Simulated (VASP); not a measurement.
Crystal: P.

```xyz
3
Lattice="3.3746 0.0000 0.0000 -1.6873 2.9225 0.0000 0.0000 0.0000 4.9155" Properties=species:S:1:pos:R:3 pbc="T T T"
P    -0.8437    1.4613    1.6385
P     0.8437    1.4613    3.2770
P     1.6873    0.0000    0.0000
```

The cell was built by a generator and needn't be a form met in nature.

- Program: VASP 6.6.1
- Task: relaxation of cell and atoms
- Functional: LDA
- Potentials or basis: VASP PAW LDA potentials, release 64 (P)
- Cutoff: 600 eV
- k mesh: 9 × 9 × 6
- Occupations: gaussian, width 0.05 eV
- Spin: no spin polarisation

At the start: pressure -4.8 GPa; volume 16.16 Å³/atom.

**Question.** Where does the relaxation end?

**Answer.** Over 7 steps the energy falls by 15.3 meV/atom and the volume is 15.24 Å³/atom (-5.7 %); space group P6_422 (No. 181, to 0.05 Å).

The path:
```
step  energy change (eV)  largest force (eV/Å)  pressure (GPa)  volume (Å³)
   1              0.0000                0.0001           -4.76        48.48
   2             -0.0415                0.0001            1.33        45.19
   3             -0.0436                0.0001            0.21        45.73
   4             -0.0436                0.0001            0.10        45.79
   5             -0.0458                0.0001           -0.11        45.73
   6             -0.0458                0.0001           -0.08        45.73
   7             -0.0458                0.0001           -0.09        45.73
```

Final structure:
```yaml
crystal:
  lattice:
    - [3.29256, 0.00000, 0.00000]
    - [-1.64627, 2.85143, 0.00000]
    - [0.00000, 0.00000, 4.87133]
  atoms:
    - { symbol: P, position: [0.00000, 0.50000, 0.33333] }
    - { symbol: P, position: [0.50000, 0.50000, 0.66667] }
    - { symbol: P, position: [0.50000, 0.00000, 0.00000] }
```
